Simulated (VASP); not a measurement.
Consider the following.

```xyz
5
Lattice="3.9023 0.0000 0.0000 0.0000 3.9023 0.0000 0.0000 0.0000 4.0636" Properties=species:S:1:pos:R:3 pbc="T T T"
Ba     0.0000     0.0000     0.0280
Ti     1.9511     1.9511     2.1352
O      1.9511     1.9511     3.9244
O      3.9023     1.9511     1.9626
O      1.9511     0.0000     1.9626
```

The numbers are results of PBE GGA with D4 dispersion, VASP's PBE PAW potentials (set 64) (plane waves; VASP), not measurements. Settings: 520 eV cut-off, 6×6×6 Γ-centred mesh, Gaussian smearing of 0.050 eV, potentials Ba_sv Ti_sv O.

Task: The ions and cell shape at fixed volume are relaxed. Which structure does the run end with?

Result: 
```xyz
5
Lattice="3.9441 0.0000 0.0000 0.0000 3.9441 0.0000 0.0000 0.0000 3.9779" Properties=species:S:1:pos:R:3 pbc="T T T"
Ba     0.0000     0.0000     3.9696
Ti     1.9720     1.9720     2.0264
O      1.9720     1.9720     3.9066
O      0.0000     1.9720     1.9384
O      1.9720     0.0000     1.9384
```
Space group P4mm (99), at a tolerance of 0.03 Å.

Task: How much energy does the relaxation gain?

Result: The energy (σ→0) changes by -8.1 meV/atom, in 9 ionic steps.

The compound is BaTiO3 in the tetragonal perovskite structure. This cell is one point of a volume scan, at 0.94 of the reference volume. Symmetry was kept, so distortions that lower it aren't found.
